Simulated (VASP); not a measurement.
Na (bcc): the bulk modulus from VASP (plane waves, PAW) at several levels of theory. Static lattice, third-order Birch-Murnaghan fit over five volumes.

```
level   bulk modulus (GPa)  error against measurement
------  ------------------  -------------------------
LDA                    9.2                    +16.7 %
PBE                    7.8                     -1.3 %
PBEsol                 7.9                     -0.5 %
```

Measured: 7.9 GPa at 0 K (as given by Daniel Mejia-Rodriguez et al., Physical Review B (2018), arXiv:1807.09216; 0 K value with the zero-point phonon effect removed).

The cell of the LDA run:

```yaml
crystal:
  lattice:
    - [-2.02627, 2.02627, 2.02627]
    - [2.02627, -2.02627, 2.02627]
    - [2.02627, 2.02627, -2.02627]
  atoms:
    - { symbol: Na, position: [0.00000, 0.00000, 0.00000] }
```

Only levels that ran to the end are used. Left out are those held back, those with too coarse a band path, GW runs whose mesh misses a band edge, hybrids' fits of cells that aren't cubic and levels without matching references; a question may draw on a part of the rest.

The compound is Na in the bcc structure.
